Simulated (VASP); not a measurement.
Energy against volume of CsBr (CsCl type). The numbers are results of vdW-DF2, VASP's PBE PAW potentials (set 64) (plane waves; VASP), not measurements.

```tsv
V (Å³/atom)	E (eV/atom)
40.374	-0.97892
41.663	-0.98529
42.951	-0.98719
44.240	-0.98538
45.528	-0.98049
```

Problem. Fit a third-order Birch-Murnaghan equation of state.

Solution. 
- volume per atom: 42.93 Å^3/atom
- bulk modulus: 15.4 GPa
- pressure derivative of the bulk modulus: 5.16
- lattice constant a: 4.412 Å

The compound is CsBr in the CsCl type structure. It was relaxed first, which changed the volume by +9 %.
